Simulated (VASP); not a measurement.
Output of a VASP run:

### OSZICAR
```
       N       E                     dE             d eps       ncg     rms          rms(c)
DAV:   1     0.259124935187E+03    0.25912E+03   -0.16275E+04  4196   0.199E+03
DAV:   2     0.573741028744E+01   -0.25339E+03   -0.24442E+03  4492   0.394E+02
DAV:   3    -0.206259916757E+02   -0.26363E+02   -0.26154E+02  4924   0.141E+02
DAV:   4    -0.210792429160E+02   -0.45325E+00   -0.45289E+00  4588   0.199E+01
DAV:   5    -0.210826306271E+02   -0.33877E-02   -0.33876E-02  4810   0.163E+00    0.142E+01
RMM:   6    -0.178996688448E+02    0.31830E+01   -0.11715E+01  4180   0.214E+01    0.105E+01
RMM:   7    -0.179296520095E+02   -0.29983E-01   -0.15771E+00  4181   0.118E+01    0.416E+00
RMM:   8    -0.179018295516E+02    0.27822E-01   -0.22410E-01  4180   0.375E+00    0.255E+00
RMM:   9    -0.179018565243E+02   -0.26973E-04   -0.77661E-02  4183   0.299E+00    0.337E-01
RMM:  10    -0.179007656912E+02    0.10908E-02   -0.30325E-02  4215   0.954E-01    0.129E-01
RMM:  11    -0.179013420980E+02   -0.57641E-03   -0.58924E-03  4186   0.743E-01    0.108E-01
RMM:  12    -0.179013131912E+02    0.28907E-04   -0.19280E-03  4236   0.319E-01    0.461E-02
RMM:  13    -0.179013463635E+02   -0.33172E-04   -0.48354E-04  3768   0.106E-01    0.432E-02
RMM:  14    -0.179013483337E+02   -0.19702E-05   -0.69912E-05  2792   0.466E-02
   1 F= -.17901348E+02 E0= -.17901348E+02  d E =-.179013E+02
       N       E                     dE             d eps       ncg     rms          rms(c)
DAV:   1    -0.179016033171E+02   -0.25695E-03   -0.35159E-01  4822   0.472E+00    0.119E-01
RMM:   2    -0.179023015478E+02   -0.69823E-03   -0.73161E-03  4180   0.771E-01    0.737E-02
RMM:   3    -0.179023531174E+02   -0.51570E-04   -0.78455E-04  4165   0.256E-01    0.327E-02
RMM:   4    -0.179023556646E+02   -0.25471E-05   -0.88896E-05  3612   0.904E-02
   2 F= -.17902356E+02 E0= -.17902356E+02  d E =-.100733E-02
       N       E                     dE             d eps       ncg     rms          rms(c)
DAV:   1    -0.179020532468E+02    0.29987E-03   -0.26347E-01  4180   0.409E+00    0.105E-01
RMM:   2    -0.179025918791E+02   -0.53863E-03   -0.56240E-03  4180   0.672E-01    0.674E-02
RMM:   3    -0.179026336148E+02   -0.41736E-04   -0.62204E-04  4152   0.226E-01    0.291E-02
RMM:   4    -0.179026370476E+02   -0.34328E-05   -0.79905E-05  3546   0.834E-02
   3 F= -.17902637E+02 E0= -.17902637E+02  d E =-.128871E-02
```

File OUTCAR:
```
------------------------ aborting loop because EDIFF is reached ----------------------------------------
  FORCE on cell =-STRESS in cart. coord.  units (eV):
  Direction    XX          YY          ZZ          XY          YZ          ZX
  --------------------------------------------------------------------------------------
  Total       -1.3270376     -1.3270380     -1.3648007      0.0000000      0.0000000      0.0000000
  in kB      -42.8909433    -42.8909569    -44.1114770      0.0000000      0.0000000      0.0000000
  external PRESSURE =     -43.2977924 kB  Pullay stress =       0.0000000 kB
  volume of cell :       49.57
      direct lattice vectors                 reciprocal lattice vectors
     1.642783024 -2.845384116  0.000000000     0.304361558 -0.175723199  0.000000000
     1.642783024  2.845384116  0.000000000     0.304361558  0.175723199  0.000000000
     0.000000000  0.000000000  5.302456422     0.000000000  0.000000000  0.188591838
  FREE ENERGIE OF THE ION-ELECTRON SYSTEM (eV)
  ---------------------------------------------------
  free  energy   TOTEN  =       -17.9026370476 eV

  energy  without entropy=      -17.9026370476  energy(sigma->0) =      -17.90263705

 reached required accuracy - stopping structural energy minimisation
```
(Selected blocks of OUTCAR.)

File POSCAR:
```
ZnO
1
    1.6427830242    -2.8453841157     0.0000000000
    1.6427830242     2.8453841157     0.0000000000
    0.0000000000     0.0000000000     5.3024564225
Zn O
2 2
Direct
  0.6666670000   0.3333330000   0.5000000000
  0.3333330000   0.6666670000   0.0000000000
  0.6666670000   0.3333330000   0.8820000000
  0.3333330000   0.6666670000   0.3820000000
```

Question: Write an INCAR and KPOINTS that could have produced this output.

Answer: One answer among several that fit: the input of the run itself, PBE GGA, plane waves, VASP's PBE PAW potentials (set 64).

INCAR:
```
# general
SYSTEM  = ZnO
PREC    = Normal
ENCUT   = 400
LREAL   = .False.   # projection in real space or not
LASPH   = .True.   # aspherical one-centre terms

# electronic loop
EDIFF   = 1E-5
NELM    = 100   # most electronic steps
NELMIN  = 4
ALGO    = Fast
LMAXMIX = 4

# smearing
ISMEAR  = 0
SIGMA   = 0.05

# functional
GGA     = PE

# ions
IBRION  = 2
NSW     = 20
ISIF    = 2
EDIFFG  = -0.03   # ionic stop

# output
LWAVE   = .False.
LCHARG  = .False.
```

KPOINTS:
```
Automatic mesh
0
Gamma
 12 12 8
0 0 0
```

POTCAR, in this order: Zn O (PBE.64 set). Program: vasp_std.

At this cut-off the stress carries a Pulay error, which pulls relaxed volumes low.

The compound is ZnO in the wurtzite structure. This run relaxes the ions in a fixed cell. Symmetry was kept, so distortions that lower it aren't found.
